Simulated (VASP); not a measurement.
A convergence study with VASP on Na$_{2}$S (antifluorite): one setting is varied, all else stays as given below, so the limit is that of these other settings. Each run relaxes cell and ions from the cell shown.

```
Na2S
1.0
    0.00000     3.27000     3.27000
    3.27000     0.00000     3.27000
    3.27000     3.27000     0.00000
Na S
2 1
Direct
  0.25000   0.25000   0.25000
  0.75000   0.75000   0.75000
  0.00000   0.00000   0.00000
```

Calculation: PBE GGA, VASP's PBE PAW potentials (set 64) (plane waves; VASP 6.6.1). The tightest run used: 550 eV cut-off, 10×10×10 Γ-centred mesh, Gaussian smearing of 0.050 eV, potentials Na_pv S.

Gaps are read on the run's mesh, which can miss a band edge.

### Question
The settings run are 2×2×2 mesh; 3×3×3 mesh; 4×4×4 mesh; 6×6×6 mesh; 7×7×7 mesh; 8×8×8 mesh; 9×9×9 mesh; 10×10×10 mesh. From which on does the relaxed volume stay within 0.05 Å³/atom of the tightest run?

### Answer
From 4×4×4 mesh on: it is off by 0.007 there and by no more than 0.05 in any finer run, while 3×3×3 mesh is off by 0.063.
```tsv
setting	relaxed volume (Å³/atom)	E (eV/atom)	gap on the mesh (eV)	irreducible k-points	difference judged (Å³/atom)
2×2×2 mesh	24.251	-3.2235	2.271	3	0.599
3×3×3 mesh	23.715	-3.3159	2.417	4	0.063
4×4×4 mesh	23.659	-3.3242	2.436	8	0.007
6×6×6 mesh	23.660	-3.3254	2.438	16	0.008
7×7×7 mesh	23.650	-3.3254	2.440	20	0.002
8×8×8 mesh	23.649	-3.3254	2.440	29	0.003
9×9×9 mesh	23.659	-3.3254	2.439	35	0.007
10×10×10 mesh	23.652	-3.3254	2.439	47	0.000
```

Left out are rungs that failed or repeat a setting and relaxations that didn't move; long series are thinned to 24 rows.

The compound is Na2S in the antifluorite structure.
